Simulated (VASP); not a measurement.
Calculation: PBEsol GGA, VASP's PBE PAW potentials (set 64) (plane waves; VASP 6.6.1).

The input files of a VASP run:

INCAR:
```
# general
SYSTEM =Sb
PREC   =Accurate
ENCUT  =480   # plane-wave cut-off (eV)
LREAL  =.False.   # projection in real space or not
LASPH  =.True.   # aspherical one-centre terms

# electronic loop
EDIFF  =1E-7   # SCF stop (eV)
NELM   =100
ALGO   =Normal   # blocked Davidson
LMAXMIX=4   # l cut-off of mixed one-centre charges

# smearing
ISMEAR =0   # Gaussian
SIGMA  =0.05   # width (eV)

# functional
GGA    =PS

# ions
ISIF   =2   # forces and stress, cell fixed

# output
LWAVE  =.False.
LCHARG =.False.
```

### KPOINTS
```
Automatic mesh
0
Gamma
8 8 8
0 0 0
```

### POSCAR
```
Sb
1
    3.8948953511    -2.1444720283    -0.0274532492
    3.8948953511     2.1444720283    -0.0274532492
    2.7153105975     0.0000000000     3.5341454492
Sb
2
Direct
  0.2355449377   0.2355449377   0.2355449377
  0.7644550623   0.7644550623   0.7644550623
```

POTCAR, in this order: Sb (PBE.64 set). Program: vasp_std.

The run wrote:

### OUTCAR
```
 ion  position               nearest neighbor table
   1  0.236  0.236  0.236-   2 2.91   2 2.91   2 2.93   2 3.29   2 3.29   2 3.31
   2  0.764  0.764  0.764-   1 2.91   1 2.91   1 2.93   1 3.29   1 3.29   1 3.31
  LATTYP: Found a base centered monoclinic cell.
 ALAT       =     7.5037072116
 B/A-ratio  =     0.5715766801
 C/A-ratio  =     0.5939468557
 COS(beta)  =    -0.5612173512
 Subroutine PRICEL returns:
 Original cell was already a primitive cell.
 Subroutine GETGRP returns: Found  4 space group operations
The static configuration has the point symmetry C_2h.
The dynamic configuration has the point symmetry C_2h.
 Subroutine INISYM returns: Found  4 space group operations
 Subroutine IBZKPT returns following result:
 Found    150 irreducible k-points:

 Following reciprocal coordinates:
            Coordinates               Weight
  0.000000  0.000000  0.000000      1.000000
  0.125000  0.000000  0.000000      4.000000
  0.250000  0.000000  0.000000      4.000000
  0.375000  0.000000  0.000000      4.000000
  0.500000  0.000000  0.000000      2.000000
  0.125000  0.125000  0.000000      2.000000
  0.250000  0.125000  0.000000      4.000000
  0.375000  0.125000  0.000000      4.000000
  0.500000  0.125000  0.000000      4.000000
 -0.375000  0.125000 -0.000000      4.000000
 -0.250000  0.125000 -0.000000      4.000000
 -0.125000  0.125000  0.000000      2.000000
  0.250000  0.250000  0.000000      2.000000
  0.375000  0.250000  0.000000      4.000000
  0.500000  0.250000  0.000000      4.000000
 -0.375000  0.250000 -0.000000      4.000000
 -0.250000  0.250000  0.000000      2.000000
  0.375000  0.375000  0.000000      2.000000
  0.500000  0.375000  0.000000      4.000000
 -0.375000  0.375000  0.000000      2.000000
  0.500000  0.500000  0.000000      1.000000
  0.000000  0.000000  0.125000      2.000000
  0.125000  0.000000  0.125000      4.000000
  0.250000  0.000000  0.125000      4.000000
  0.375000  0.000000  0.125000      4.000000
  0.500000  0.000000  0.125000      4.000000
 -0.375000 -0.000000  0.125000      4.000000
 -0.250000 -0.000000  0.125000      4.000000
 -0.125000 -0.000000  0.125000      4.000000
  0.125000  0.125000  0.125000      2.000000
  0.250000  0.125000  0.125000      4.000000
  0.375000  0.125000  0.125000      4.000000
  0.500000  0.125000  0.125000      4.000000
 -0.375000  0.125000  0.125000      4.000000
 -0.250000  0.125000  0.125000      4.000000
 -0.125000  0.125000  0.125000      4.000000
  0.250000  0.250000  0.125000      2.000000
  0.375000  0.250000  0.125000      4.000000
  0.500000  0.250000  0.125000      4.000000
 -0.375000  0.250000  0.125000      4.000000
   k-points           NKPTS =    150   k-points in BZ     NKDIM =    150   number of bands    NBANDS=      9
   number of dos      NEDOS =    301   number of ions     NIONS =      2
   total plane-waves  NPLWV =  32768
   dimension x,y,z NGX =    32 NGY =   32 NGZ =   32
   dimension x,y,z NGXF=    64 NGYF=   64 NGZF=   64
   ions per type =               2
   PREC   = accura    normal or accurate (medium, high low for compatibility)
   ISTART =      0    job   : 0-new  1-cont  2-samecut
   ICHARG =      2    charge: 1-file 2-atom 10-const
   ISPIN  =      1    spin polarized calculation?
   LNONCOLLINEAR =      F non collinear calculations
   LSORBIT =      F    spin-orbit coupling
   INIWAV =      1    electr: 0-lowe 1-rand  2-diag
   ENCUT  =  480.0 eV  35.28 Ry    5.94 a.u.   7.94  7.94  7.96*2*pi/ulx,y,z
   NELM   =    100;   NELMIN=  2; NELMDL= -5     # of ELM steps
   EDIFF  = 0.1E-06   stopping-criterion for ELM
...
```

OSZICAR:
```
       N       E                     dE             d eps       ncg     rms          rms(c)
DAV:   1     0.350119572276E+02    0.35012E+02   -0.35459E+03  2700   0.822E+02
DAV:   2    -0.756016237636E+01   -0.42572E+02   -0.41556E+02  3692   0.121E+02
DAV:   3    -0.912219190424E+01   -0.15620E+01   -0.15468E+01  3316   0.278E+01
DAV:   4    -0.913638177578E+01   -0.14190E-01   -0.14187E-01  3333   0.297E+00
DAV:   5    -0.913648895878E+01   -0.10718E-03   -0.10718E-03  3158   0.272E-01    0.291E+00
DAV:   6    -0.912757239641E+01    0.89166E-02   -0.19158E-03  3036   0.327E-01    0.175E+00
DAV:   7    -0.912197874491E+01    0.55937E-02   -0.50016E-03  2782   0.517E-01    0.574E-02
DAV:   8    -0.912201645770E+01   -0.37713E-04   -0.87575E-05  3173   0.818E-02    0.136E-02
DAV:   9    -0.912202170686E+01   -0.52492E-05   -0.72303E-06  3034   0.212E-02    0.344E-03
DAV:  10    -0.912202158994E+01    0.11691E-06   -0.70800E-07  3213   0.572E-03    0.125E-03
DAV:  11    -0.912202173808E+01   -0.14814E-06   -0.66809E-08  1436   0.178E-03    0.444E-04
DAV:  12    -0.912202174658E+01   -0.85000E-08   -0.14269E-08  1389   0.891E-04
   1 F= -.91220217E+01 E0= -.91217785E+01  d E =-.486558E-03
```

**OUTCAR**
```
------------------------ aborting loop because EDIFF is reached ----------------------------------------
  FORCE on cell =-STRESS in cart. coord.  units (eV):
  Direction    XX          YY          ZZ          XY          YZ          ZX
  --------------------------------------------------------------------------------------
  Total        0.0526196      0.3037663      0.1906830      0.0000000      0.0000000      0.0582343
  in kB        1.4203069      8.1992469      5.1469095      0.0000000      0.0000000      1.5718590
  external PRESSURE =       4.9221544 kB  Pullay stress =       0.0000000 kB
  volume of cell :       59.36
      direct lattice vectors                 reciprocal lattice vectors
     3.894895351 -2.144472028 -0.027453249     0.127681702 -0.233157623 -0.098098815
     3.894895351  2.144472028 -0.027453249     0.127681702  0.233157623 -0.098098815
     2.715310597  0.000000000  3.534145449     0.001983663  0.000000000  0.281429769
 POSITION                                       TOTAL-FORCE (eV/Angst)
 -----------------------------------------------------------------------------------
      2.47442      0.00000      0.81952         0.037884      0.000000      0.020758
      8.03068      0.00000      2.65972        -0.037884      0.000000     -0.020758
 -----------------------------------------------------------------------------------
    total drift:                               -0.000000      0.000000     -0.000000
  FREE ENERGIE OF THE ION-ELECTRON SYSTEM (eV)
  ---------------------------------------------------
  free  energy   TOTEN  =        -9.1220217466 eV

  energy  without entropy=       -9.1215351884  energy(sigma->0) =       -9.12177847
```
(Selected blocks of OUTCAR.)

The compound is Sb in the a7 structure. This cell was strained or had an atom moved on purpose.
